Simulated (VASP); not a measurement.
Computed with LDA (Ceperley-Alder, Perdew-Zunger), VASP's LDA PAW potentials (set 64) (plane waves; VASP).

The input files of a VASP run:

File KPOINTS:
```
Regular mesh
0
G
  4 4 6
0 0 0
```

INCAR:
```
EDIFFG = -0.001
SIGMA = 0.05
LWAVE = F
NSW = 30   ! most ionic steps
PREC = Accurate
NELM = 100   ! most electronic steps
EDIFF = 1E-8   ! SCF stop (eV)
ALGO = Normal
ISMEAR = 0   ! Gaussian
ENCUT = 520
ISIF = 2
LREAL = F   ! projection in real space or not
LMAXMIX = 4   ! l cut-off of mixed one-centre charges
LCHARG = F
LASPH = T   ! aspherical one-centre terms
IBRION = 1   ! quasi-Newton
SYSTEM = PbO2
```

**POSCAR**
```
PbO2
1
    4.9397204302    -0.0000000000     0.0000000000
    0.0000000000     4.9397204302     0.0000000000
    0.0000000000     0.0000000000     3.3962236624
Pb O
2 4
Direct
  1.0000000000   1.0000000000   0.0000000000
  0.5000000000   0.5000000000   0.5000000000
  0.3073039205   0.3073039205   1.0000000000
  0.8073039205   0.1926960795   0.5000000000
  0.1926960795   0.8073039205   0.5000000000
  0.6926960795   0.6926960795   0.0000000000
```

POTCAR, in this order: Pb_d O (LDA.64 set). Program: vasp_std.

Output of the run:

### OSZICAR
```
       N       E                     dE             d eps       ncg     rms          rms(c)
DAV:   1     0.685069525148E+03    0.68507E+03   -0.26615E+04  1488   0.206E+03
DAV:   2     0.521795210621E+02   -0.63289E+03   -0.61122E+03  1636   0.557E+02
DAV:   3    -0.388415568960E+02   -0.91021E+02   -0.89154E+02  1939   0.230E+02
DAV:   4    -0.421756881129E+02   -0.33341E+01   -0.33251E+01  1770   0.483E+01
DAV:   5    -0.423113675628E+02   -0.13568E+00   -0.13566E+00  2074   0.907E+00    0.136E+01
DAV:   6    -0.367912025772E+02    0.55202E+01   -0.24856E+01  2295   0.577E+01    0.443E+00
DAV:   7    -0.367464937704E+02    0.44709E-01   -0.17252E+00  1647   0.105E+01    0.264E+00
DAV:   8    -0.366871759519E+02    0.59318E-01   -0.51137E-01  2343   0.691E+00    0.118E+00
DAV:   9    -0.366586959329E+02    0.28480E-01   -0.11544E-01  2367   0.431E+00    0.132E-01
DAV:  10    -0.366595874942E+02   -0.89156E-03   -0.95598E-03  1657   0.572E-01    0.615E-02
DAV:  11    -0.366595897954E+02   -0.23012E-05   -0.21447E-04  2216   0.126E-01    0.326E-02
DAV:  12    -0.366595815765E+02    0.82190E-05   -0.11510E-05  2283   0.502E-02    0.184E-02
DAV:  13    -0.366595781148E+02    0.34617E-05   -0.27343E-05  2352   0.628E-02    0.309E-03
DAV:  14    -0.366595781717E+02   -0.56997E-07   -0.27237E-06  2302   0.181E-02    0.659E-04
DAV:  15    -0.366595781873E+02   -0.15541E-07   -0.47613E-08  1776   0.240E-03    0.100E-03
DAV:  16    -0.366595781743E+02    0.13008E-07   -0.28477E-08  1284   0.359E-03    0.234E-04
DAV:  17    -0.366595781750E+02   -0.70759E-09   -0.16104E-08  1132   0.877E-04
   1 F= -.36659578E+02 E0= -.36659567E+02  d E =-.366596E+02
       N       E                     dE             d eps       ncg     rms          rms(c)
DAV:   1    -0.366595781446E+02    0.29670E-07   -0.48310E-04  1684   0.130E-01    0.323E-03
DAV:   2    -0.366595793874E+02   -0.12428E-05   -0.13391E-05  1930   0.256E-02    0.189E-03
DAV:   3    -0.366595793419E+02    0.45563E-07   -0.18047E-07  1900   0.350E-03    0.125E-03
DAV:   4    -0.366595793077E+02    0.34171E-07   -0.10417E-07  1792   0.292E-03    0.165E-04
DAV:   5    -0.366595793102E+02   -0.25047E-08   -0.31702E-08  1515   0.122E-03
   2 F= -.36659579E+02 E0= -.36659568E+02  d E =-.113522E-05
```

**OUTCAR**
```
------------------------ aborting loop because EDIFF is reached ----------------------------------------
  FORCE on cell =-STRESS in cart. coord.  units (eV):
  Direction    XX          YY          ZZ          XY          YZ          ZX
  --------------------------------------------------------------------------------------
  Total       -0.0318328     -0.0318328     -0.0109836     -0.0000000      0.0000000      0.0000000
  in kB       -0.6154372     -0.6154372     -0.2123510     -0.0000000      0.0000000      0.0000000
  external PRESSURE =      -0.4810752 kB  Pullay stress =       0.0000000 kB
  volume of cell :       82.87
      direct lattice vectors                 reciprocal lattice vectors
     4.939720430  0.000000000  0.000000000     0.202440607  0.000000000  0.000000000
     0.000000000  4.939720430  0.000000000     0.000000000  0.202440607  0.000000000
     0.000000000  0.000000000  3.396223662     0.000000000  0.000000000  0.294444683
 POSITION                                       TOTAL-FORCE (eV/Angst)
 -----------------------------------------------------------------------------------
     -0.00000      0.00000      0.00000         0.000000      0.000000      0.000000
      2.46986      2.46986      1.69811         0.000000      0.000000      0.000000
      1.51810      1.51810     -0.00000         0.000480      0.000480     -0.000000
      3.98796      0.95176      1.69811         0.000480     -0.000480      0.000000
      0.95176      3.98796      1.69811        -0.000480      0.000480     -0.000000
      3.42162      3.42162      0.00000        -0.000480     -0.000480      0.000000
 -----------------------------------------------------------------------------------
    total drift:                                0.000000     -0.000000      0.000000
  FREE ENERGIE OF THE ION-ELECTRON SYSTEM (eV)
  ---------------------------------------------------
  free  energy   TOTEN  =       -36.6595793102 eV

  energy  without entropy=      -36.6595570766  energy(sigma->0) =      -36.65956819

 reached required accuracy - stopping structural energy minimisation
```
(Selected blocks of OUTCAR.)

CONTCAR:
```
PbO2
   1.00000000000000
     4.9397204302000004    0.0000000000000000    0.0000000000000000
     0.0000000000000000    4.9397204302000004    0.0000000000000000
     0.0000000000000000    0.0000000000000000    3.3962236624000002
  Pb              O
     2     4
Direct
    -0.0000000000000000    0.0000000000000000    0.0000000000000000
     0.5000000000000000    0.5000000000000000    0.5000000000000000
     0.3073254166146107    0.3073254166146107   -0.0000000000000000
     0.8073254166146107    0.1926745833853893    0.5000000000000000
     0.1926745833853893    0.8073254166146107    0.5000000000000000
     0.6926745833853893    0.6926745833853893    0.0000000000000000
```

The compound is PbO2 in the rutile structure. This run relaxes the ions in a fixed cell. Symmetry was kept, so distortions that lower it aren't found. The start is the result of an earlier pass.
